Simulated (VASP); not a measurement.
Given:

```
CELL_PARAMETERS angstrom
      2.51153     0.00000     0.00000
      0.00000     2.51153     0.00000
      0.00000     0.00000     2.51153
ATOMIC_POSITIONS crystal
  Ni 0.00000 0.00000 0.00000
  C  0.50000 0.50000 0.50000
```

All values below come from r2SCAN meta-GGA, VASP's PBE PAW potentials (set 64) (plane waves; VASP). Run with 520 eV cut-off, 16×16×16 Γ-centred mesh, tetrahedra with Blöchl corrections, potentials Ni C.

Problem. Estimate the energy per atom (σ→0), band gap (over mesh and band path) with the smallest direct gap where there is one.

Solution. 
```yaml
band gap (over mesh and band path): none (metal, semimetal or under 0.01 eV)
energy per atom (σ→0): -9.464 eV/atom
```

The absolute energy has meaning only against runs of the same code, potentials and settings.

The structure was generated: NiC was put into the CsCl type type (Pm-3m), which need not be its known phase. It was relaxed first, which changed the volume by -10 %. The run is not spin-polarised, so no magnetic state was tried.
